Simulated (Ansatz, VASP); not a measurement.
# V3AuC (V3AuC antiperovskite) in two plane-wave programs, part 3 of 3

Aim: how closely do two programs agree when they are given the same cell, functional and k mesh? The cell is generated by rule, not measured, and may not be a known phase. The cell is taken from a series of runs on this material, whose earlier steps may have relaxed, scaled, displaced or heated it; both programs get it as it stands.

VASP 6.6.1 and Ansatz 0.2.0.

So far: Starting point; VASP: zone-centre phonons, PBE.

The structure was built from a prototype and need not be the compound's stable phase.

### Step 3. Ansatz: zone-centre phonons, PBE

Level of this step: Ansatz beside VASP: Kohn-Sham DFT, plane waves, PBE (Ansatz).

Ansatz runs on its default PAW (the set named soft_2) files.

The same cell, functional, mesh and smearing now go to Ansatz, which takes its cutoff from its data sets.

Input file input.yaml:

```yaml
crystal:
  lattice:
    - [3.9998792049, 0.0, 0.0]
    - [0.0, 3.9998792049, 0.0]
    - [0.0, 0.0, 3.9998792049]
  atoms:
    - { symbol: Au, position: [0.0, 0.0, 0.0] }
    - { symbol: V, position: [0.5, 0.5, 0.0] }
    - { symbol: V, position: [0.5, 0.0, 0.5] }
    - { symbol: V, position: [0.0, 0.5, 0.5] }
    - { symbol: C, position: [0.5, 0.5, 0.5] }
kpoints:
  mp_grid: { grid: [4, 4, 4] }
hamiltonian:
  xc: pbe
scf:
  occupations: { method: methfessel_paxton, width: 0.2 }
output:
  eigenvalues: true
phonons:
  method: dfpt
  qmesh: [2, 2, 2]
  temperatures: { t_max: 1000, t_step: 50 }
  qpath:
    path:
      - [[0.0, 0.0, 0.0], [0.0, 0.5, 0.0], [0.5, 0.5, 0.0], [0.0, 0.0, 0.0], [0.5, 0.5, 0.5], [0.0, 0.5, 0.0]]
      - [[0.5, 0.5, 0.5], [0.5, 0.5, 0.0]]
    npoints: 10
```

Command:

```console
> ansatz run input.yaml --threads 4 --pin off --max-ram 16384MiB --backend cpu --events-out ev --progress --plain --runs-dir out
```

Numbers of over 12 decimals in the logs are rounded to 6 here.

The program printed:

```text
Engine: ansatz 0.2.0, aarch64-unknown-linux-gnu
Pseudopotentials: kind: paw
Pseudopotential: Au, paw, valence charge 19, recommended cutoff 420 eV (normal), Au.paw.azcp
Pseudopotential: V, paw, valence charge 13, recommended cutoff 420 eV (normal), V.paw.azcp
Pseudopotential: C, paw, valence charge 4, recommended cutoff 420 eV (normal), C.paw.azcp
Functional definition: PBE
  parameter kappa = 0.804
  parameter beta = 0.066725
  exchange = pbe_x(kappa = kappa, mu = beta*pi^2/3)
  correlation = pbe_c(beta = beta)
Crystal: 5 atoms, lattice volume = 63.994 Å³
Basis set: ecut = 420 eV, 1237 PW (Γ), exchange–correlation on 54×54×54 points (8 copies of the dense FFT grid, shifted against one another)
Bands: 38, of which v1, the nominal top of the filled ones, is band 31 counted from 1 (30 counted from 0)
Symmetry: 48 space group operations
k-points: 10 of 64
Non-local potential: Au, projectors of the file, l = 0: 3, l = 1: 2, l = 2: 2, l = 3: 1
Non-local potential: V, projectors of the file, l = 0: 3, l = 1: 2, l = 2: 3, l = 3: 1
Non-local potential: C, projectors of the file, l = 0: 2, l = 1: 2, l = 2: 1
PAW form: soft (Blöchl's): semilocal exchange-correlation on the pseudo side does not see the compensation charge
PAW one-centre angular grid: Au, 590 points (default); XC on 64 Gauss nodes
PAW one-centre angular grid: V, 590 points (default); XC on 64 Gauss nodes
PAW one-centre angular grid: C, 110 points (default); XC on 64 Gauss nodes
Initial density: superposition of atomic densities (neutral atoms: chi_scale 0, normalization atom), corrected by the library's trained network
Initial wavefunctions: pseudopotential atomic-orbital guess
Functional: x = pbe(κ = 0.804, μ = 0.219515), c = pbe(β = 0.066725)
SCF iter   1: F=—  HF=-22138.975891 eV  |F-HF|=—  |Δ(HF+E_count)|=         —  Δρ=1.01e-2  dr2=6.12e-2  ethr=1.77e-3  ⟨swp⟩=4.3  Hψ=1131  notcnv=0
preconditioner: auto → Kerker (q_TF=auto, 2.714 Å⁻¹)  [metal: Δε(μ)=0.077 eV  Ē_g=5.122 eV  σ=0.200 eV  W_gap=0.31  n_scr=18 (ndim 8)  ℏωp=25.4 eV  f_vac=0.000  D(μ)=4.57/eV (n_scr^D=56)]
SCF iter   2: F=—  HF=-22138.965410 eV  |F-HF|=—  |Δ(HF+E_count)|=   1.05e-2  S|Δr|=    0.00e0  Δρ=3.91e-3  dr2=8.16e-3  ethr=9.87e-5  ⟨swp⟩=1.7  Hψ=472  notcnv=0
SCF iter   3: F=—  HF=-22138.963860 eV  |F-HF|=—  |Δ(HF+E_count)|=   1.55e-3  S|Δr|=    0.00e0  Δρ=1.26e-3  dr2=1.02e-3  ethr=1.32e-5  ⟨swp⟩=2.0  Hψ=481  notcnv=0
SCF iter   4: F=—  HF=-22138.963657 eV  |F-HF|=—  |Δ(HF+E_count)|=   2.03e-4  S|Δr|=    0.00e0  Δρ=4.04e-4  dr2=1.26e-4  ethr=1.64e-6  ⟨swp⟩=2.1  Hψ=477  notcnv=0
SCF iter   5: F=—  HF=-22138.963618 eV  |F-HF|=—  |Δ(HF+E_count)|=   3.87e-5  S|Δr|=    0.00e0  Δρ=1.04e-4  dr2=6.08e-6  ethr=2.03e-7  ⟨swp⟩=2.0  Hψ=483  notcnv=0
SCF iter   6: F=—  HF=-22138.963569 eV  |F-HF|=—  |Δ(HF+E_count)|=   4.95e-5  S|Δr|=    0.00e0  Δρ=2.45e-5  dr2=2.18e-7  ethr=9.81e-9  ⟨swp⟩=2.0  Hψ=523  notcnv=0
SCF iter   7: F=—  HF=-22138.963598 eV  |F-HF|=—  |Δ(HF+E_count)|=   2.93e-5  S|Δr|=    0.00e0  Δρ=5.00e-6  dr2=1.29e-8  ethr=3.52e-10  ⟨swp⟩=2.3  Hψ=623  notcnv=0
SCF iter   8: F=—  HF=-22138.963598 eV  |F-HF|=—  |Δ(HF+E_count)|=   3.08e-9  S|Δr|=    0.00e0  Δρ=1.58e-6  dr2=1.54e-9  ethr=2.08e-11  ⟨swp⟩=2.2  Hψ=690  notcnv=0
SCF iter   9: F=—  HF=-22138.963598 eV  |F-HF|=—  |Δ(HF+E_count)|=  7.64e-11  S|Δr|=    0.00e0  Δρ=1.89e-7  dr2=1.15e-11  ethr=2.48e-12  ⟨swp⟩=2.0  Hψ=480  notcnv=0
SCF iter  10: F=-22138.963598 eV  HF=-22138.963598 eV  |F-HF|=0.00e0  |Δ(HF+E_count)|=    0.00e0  S|Δr|=    0.00e0  Δρ=8.19e-8  dr2=3.50e-12  ethr=1.00e-12  ⟨swp⟩=5.3  Hψ=1499  notcnv=0
SCF 1 converged in 10 iterations: F = -22138.963598 eV  dr2 = 3.50e-12
  greatest PAW one-centre occupation: 1.001 electrons in one spin orbital (limit 2), on the Au atom at site 0 (counted from 0), in its partial waves of l = 0
Initial density: read from a saved state, or passed on in memory by an earlier SCF of this step, an earlier step, the calling program or the single point that the run made first
iter 1 solved again at ethr=5.50e-8 eV; its pass at ethr=3.10e-3 eV (dr2=3.41e-5 eV) is discarded
SCF iter   1: F=—  HF=-22138.963597 eV  |F-HF|=—  |Δ(HF+E_count)|=         —  Δρ=7.32e-7  dr2=3.68e-10  ethr=5.50e-8  ⟨swp⟩=3.4  Hψ=2146  notcnv=0
eigensolver tolerance schedule: the retry pair's looser diagonalisation over-reported the residual by 92729.46 of it (diagonalisation noise at an unbounded share of the residual, at the tolerance the schedule requests for it); recorded, not acted on — ethr = c·dr2/N_el stays at c = 1.0e-1
preconditioner: auto → Kerker (q_TF=auto, 2.714 Å⁻¹)  [metal: Δε(μ)=0.090 eV  Ē_g=5.183 eV  σ=0.200 eV  W_gap=0.36  n_scr=18 (ndim 8)  ℏωp=25.4 eV  f_vac=0.000  D(μ)=4.64/eV (n_scr^D=56)]
SCF iter   2: F=—  HF=-22138.963598 eV  |F-HF|=—  |Δ(HF+E_count)|=   8.86e-7  S|Δr|=    0.00e0  Δρ=4.99e-7  dr2=1.70e-10  ethr=1.00e-12  ⟨swp⟩=3.5  Hψ=1001  notcnv=0
SCF iter   3: F=—  HF=-22138.963598 eV  |F-HF|=—  |Δ(HF+E_count)|=  2.55e-11  S|Δr|=    0.00e0  Δρ=2.57e-7  dr2=4.51e-11  ethr=1.00e-12  ⟨swp⟩=1.0  Hψ=380  notcnv=0
SCF iter   4: F=—  HF=-22138.963598 eV  |F-HF|=—  |Δ(HF+E_count)|=  7.28e-12  S|Δr|=    0.00e0  Δρ=1.66e-7  dr2=1.91e-11  ethr=1.00e-12  ⟨swp⟩=1.0  Hψ=380  notcnv=0
SCF iter   5: F=-22138.963598 eV  HF=-22138.963598 eV  |F-HF|=7.28e-12  |Δ(HF+E_count)|=  7.28e-12  S|Δr|=    0.00e0  Δρ=9.30e-8  dr2=5.82e-12  ethr=1.00e-12  ⟨swp⟩=2.0  Hψ=566  notcnv=0
SCF 2 converged in 5 iterations: F = -22138.963598 eV  dr2 = 5.82e-12
phonons: the bands overlap, so this run is a metal and interpolates without the dipole-dipole term. If the crystal is really an insulator or semiconductor, its LO-TO splitting is missing
NSCF: frozen V_eff on 10 k-points
NSCF: frozen V_eff on 27 k-points
DFPT response loops at q = (0, 0, 0) (fractional): preconditioner auto → Kerker (q_TF=auto, 2.714 Å⁻¹) (partly filled bands, converged f_vac=0.000); β = 1.00, the filter's whole step (`scf.mixing.beta` (0.50) is not read by the response loops under this deck's `scf.mixing.preconditioner`; to damp them name `kerker` or `kerker_dos`, under which they read `scf.mixing.beta`, and type it under 1.00, their step now; both keys bind the ground state too); Broyden in place of MSR1
NSCF: frozen V_eff on 54 k-points
DFPT response loops at q = (0, 0, -0.5) (fractional): mixed as the last ones told, above
NSCF: frozen V_eff on 54 k-points
DFPT response loops at q = (0, -0.5, -0.5) (fractional): mixed as the last ones told, above
NSCF: frozen V_eff on 54 k-points
DFPT response loops at q = (-0.5, -0.5, -0.5) (fractional): mixed as the last ones told, above
SCF converged after 10 iterations
Stability not checked: this state was not tested for a lower state beside it, because cold or Methfessel-Paxton smearing, or corrected tetrahedra, fill the levels in a way that the test cannot read (fill_not_monotonic; see scf.lower_state_search)
Free energy (F): -22138.963598 eV
Harris-Foulkes:  -22138.963598 eV  (|F-HF|=0.00e0)
Internal energy: -22138.957665 eV  (E = F + TS)
E sigma→0 (E₀):  -22138.962115 eV
Entropy (-TS):   -0.005933 eV (-1.187 meV/atom)
Fermi energy:    17.346367 eV
--- Per-component energies (eV) ---
  E_band       = -674.294144
  E_kinetic    = 1701.289438
  E_local      = -4621.124368  (includes V_loc(G=0)·N_el)
  E_nonlocal   = -43.572805
  E_hartree    = 2038.587329
  E_xc         = -669.773160
  E_vxc        = -834.154828  (∫ρ·V_xc dr)
  E_paw        = -13139.179404  (= ΣΔE_a)
  E_vpaw       = -953.908538  (= ΣTr[D̂ρ^β])
  E_aug_tail   = 0.002371  (compensation charges beyond the density's cutoff)
  E_ewald      = -7405.187066
  E_smearing   = -0.005933  (= −TS)
  E_closure    = -0.000000  (closes the sum)
  Σ components = -22138.963598   (vs F -22138.963598, Δ=0.00e0)
--- Band table (eV; the first three rows and the last of 10) ---
  k-point 0: bands = [... 27 lower, 15.9860, 15.9860, 17.2204, 17.2204, 18.7237, 18.7237, 18.9257, 18.9257, ... 3 higher]
  k-point 1: bands = [... 27 lower, 16.1124, 16.1124, 16.4689, 17.4261, 18.0626, 18.4071, 18.4071, 18.6326, ... 3 higher]
  k-point 2: bands = [... 27 lower, 15.6227, 15.8826, 15.8826, 17.5062, 17.8540, 18.2103, 18.2103, 18.3599, ... 3 higher]
  k-point 9: bands = [... 27 lower, 17.0342, 17.0342, 17.1163, 17.1163, 17.1163, 18.2093, 18.2093, 18.2093, ... 3 higher]
--- Phonons (Γ-DFPT): 4 representative perturbations + reference (Σ response iterations 13) ---
  ASR residual: 6.391e-5 → 0.000e0 eV/Å²; symmetrization residual: 3.714e-6 eV/Å²
  ASR residual per site (eV/Å²): 2.98e-5 2.85e-5 2.85e-5 2.85e-5 6.39e-5
  Γ frequencies (cm⁻¹): 0.00 0.00 0.00 143.34 143.34 143.34 227.76 227.76 227.76 249.09 249.09 249.09 729.87 729.87 729.87
--- Phonons (arbitrary-q DFPT): 4 irreducible q on the 2×2×2 mesh ---
  q = [0.0000, 0.0000, 0.0000] (star 1, of the zone-centre solve; hermiticity 2.79e-7, symmetrization 1.50e-12): -0.00 -0.00 0.00 143.34 143.34 143.34 227.76 227.76 227.76 249.09 249.09 249.09 729.87 729.87 729.87
  q = [0.0000, 0.0000, -0.5000] (star 3, 9 solved perturbations in 216 linear systems a pass and spin channel, the states on 27 of 64 k-point pairs; hermiticity 3.94e-7, symmetrization 2.06e-11): 93.57 93.57 97.57 113.78 113.78 189.03 196.45 196.45 226.62 226.62 238.66 349.03 691.88 730.77 730.77
  q = [0.0000, -0.5000, -0.5000] (star 3, 9 solved perturbations in 216 linear systems a pass and spin channel, the states on 27 of 64 k-point pairs; hermiticity 3.50e-7, symmetrization 3.49e-11): 84.52 84.52 108.24 112.53 138.93 184.74 184.74 188.56 188.56 293.09 316.62 355.74 683.35 683.35 715.00
  q = [-0.5000, -0.5000, -0.5000] (star 1, 4 solved perturbations in 81 linear systems a pass and spin channel, the states on 27 of 64 k-point pairs; hermiticity 5.19e-7, symmetrization 3.37e-11): 85.84 85.84 85.84 95.45 95.45 95.45 268.32 268.32 268.32 310.07 310.07 399.32 684.27 684.27 684.27
  sum rule: each row above includes the acoustic sum rule's correction from the zone centre's row sums; it moved no ω² by more than (1.20 cm⁻¹)²
  mesh force constants: q→R imaginary residual 4.81e-18; ASR residual 6.391e-5 → 0.000e0 eV/Å²; symmetrization residual 1.776e-14 eV/Å²
  interpolated dispersion: 62 rows × 15 modes
  density of states and harmonic sums: on the 16×16×16 q-mesh, interpolated from the force constants of a 2×2×2 supercell (no non-analytic term)
  largest difference from the sums on the solved wave vectors: F 5.69e-2 eV, S 8.91e-5 and C_V 3.22e-5 eV/K
  zero-point energy: 0.268781 eV/cell   skipped modes (ω ≤ 0): 3   left out of the sums: 4.88e-5 of the cell's modes: C_V's classical limit lies that fraction below 3 k_B per atom; for a crystal, a wire or a layer, F and S can be off by more, and a phonons.interpolated_qmesh denser along its periods is the remedy for the sampling
```

Reading the cycles: dr2 is the Hartree energy of the density residual (eV), the measure of convergence; HF is the Harris–Foulkes estimate of the energy, which meets the free energy F at convergence.

### Step 4. Side by side

Known differences besides the potentials themselves: VASP's run holds the zone centre alone; the data sets hold 62 valence electrons in Ansatz (on its default PAW (the set named soft_2) files) and 54 in VASP; the cutoff is 420 eV in Ansatz and 600 eV in VASP. Total energies have different zeros and are not compared.

Both answers:

```tsv
quantity	Ansatz	VASP	difference
optical mode 1 to 3 (cm⁻¹)	143.3	143.2	+0.07 %
optical mode 4 to 6 (cm⁻¹)	227.8	226.8	+0.40 %
optical mode 7 to 9 (cm⁻¹)	249.1	248.2	+0.38 %
optical mode 10 to 12 (cm⁻¹)	729.9	733.5	-0.49 %
```

Modes are paired by rising frequency, not by their patterns, so a pair may set unlike modes beside each other; they are those without the splitting of longitudinal modes.

### Step 5. Results

```yaml
r_m_s_difference_of_the_optical_zone_centre_modes_each_program_s_sorted_by_frequency_zone_centre_phonons_pbe: 1.9 cm⁻¹
```

The r.m.s. difference of the optical zone-centre modes, each program's sorted by frequency is 1.9 cm⁻¹ (zone-centre phonons, PBE). The data sets hold unlike numbers of valence electrons (62 in Ansatz and 54 in VASP), so part of the differences comes from the potentials. 1 further run of this series is not shown here. How closely two codes agree says nothing of how well the functional describes the real material.

[Lines on the potential files, build, host, timing and source positions are cut from VASP's logs without a mark.]

[Logs are printed without paths, hosts, clocks, repeated set-up lines and the standing remarks that a program may print on its own settings, such as how far it seeks lower states.]

[Hosts, paths, dates, database ids (printed as entryN), source tags and the programs' standing remarks are cut or masked in the printed files.]
